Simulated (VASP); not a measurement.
Shape and ions are relaxed at each volume.

Consider the following.

PbO2 is modelled in the tetragonal space group P4₂/mnm (No. 136), the rutile structure, Pearson symbol tP6. Cell: a = b = 5.079 Å, c = 3.451 Å, α = β = γ = 90.00°. Pb on 2a has 6 O at 2.209–2.211 Å (octahedral). O on 4f is surrounded by 3 Pb at 2.209–2.211 Å (trigonal planar). (Neighbours: up to the widest gap in distance over summed covalent radii, below 1.35, at either atom; cation-cation and far metal-metal contacts left out.)

The numbers are results of PW91 GGA, VASP's PBE PAW potentials (set 64) (plane waves; VASP 6.6.1), not measurements. Settings: 520 eV cut-off, 5×5×7 Γ-centred mesh, Gaussian smearing of 0.050 eV, potentials Pb_d O.

Problem. Give the energy at these volumes per atom, relative to the lowest: 13.90, 14.35, 14.79, 15.23, 15.68 Å³.

Solution. 23.0, 5.8, 0.0, 3.3, 14.0 meV/atom. A third-order Birch-Murnaghan fit gives B0 = 108 GPa and B0′ = 6.2.

The compound is PbO2 in the rutile structure. It was relaxed first, which changed the volume by +7 %.
